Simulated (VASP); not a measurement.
An input for Ansatz (written as the equivalent of a VASP run, and not itself run):

Ansatz 0.2 input:
```yaml
crystal:
  lattice:
    - [-2.1205000, 2.1205000, 4.8595000]
    - [2.1205000, -2.1205000, 4.8595000]
    - [2.1205000, 2.1205000, -4.8595000]
  atoms:
    - { symbol: P, position: [0.3860000, 0.3860000, 0.0000000] }
    - { symbol: P, position: [0.6140000, 0.6140000, 0.0000000] }
    - { symbol: Pd, position: [0.7500000, 0.2500000, 0.5000000] }
    - { symbol: Pd, position: [0.2500000, 0.7500000, 0.5000000] }
    - { symbol: Sr, position: [0.0000000, 0.0000000, 0.0000000] }
kpoints:
  mp_grid: { grid: [7, 7, 7] }
hamiltonian:
  xc: lda
  pseudopotentials: { kind: paw }
scf:
  occupations: { method: gaussian, width: 0.136 }
  max_iter: 100
output: { forces: true, stress: true, eigenvalues: true }
```

### Question
Write the VASP files for the same calculation (LDA).

### Answer
Several could match; the one computed here: 
### INCAR
```
! general
SYSTEM =Sr(PPd)2
PREC   =Accurate
ENCUT  =300
LREAL  =.False.   ! projection in real space or not
LASPH  =.True.   ! aspherical one-centre terms

! electronic loop
EDIFF  =1E-6   ! SCF stop (eV)
NELM   =100
ALGO   =Normal
LMAXMIX=4   ! l cut-off of mixed one-centre charges

! smearing
ISMEAR =0
SIGMA  =0.136   ! width (eV)

! ions
ISIF   =2   ! forces and stress, cell fixed

! output
LWAVE  =.False.
LCHARG =.False.
```

POSCAR:
```
Sr(PPd)2
1
   -2.1205000000     2.1205000000     4.8595000000
    2.1205000000    -2.1205000000     4.8595000000
    2.1205000000     2.1205000000    -4.8595000000
P Pd Sr
2 2 1
Direct
  0.3860000000   0.3860000000   0.0000000000
  0.6140000000   0.6140000000   0.0000000000
  0.7500000000   0.2500000000   0.5000000000
  0.2500000000   0.7500000000   0.5000000000
  0.0000000000   0.0000000000   0.0000000000
```

### KPOINTS
```
kpoints
0
G
 7 7 7
```

POTCAR, in this order: P Pd Sr_sv (LDA.64 set). Program: vasp_std.

The two are equivalent in intent, not identical: each code has its own PAW files, so the cut-off isn't converted (ENCUT is set for VASP's; basis.ecutwfc is left out, and Ansatz then takes the one that its files recommend); Ansatz stops its SCF on the density residual and VASP on the energy change (EDIFF); Ansatz's lda is the Perdew-Wang form, while the LDA potentials of VASP carry Perdew-Zunger's.

The structure comes from a measured Pd2SrP2 entry of the Crystallography Open Database, whose conditions weren't checked. The cell was not relaxed at this level.
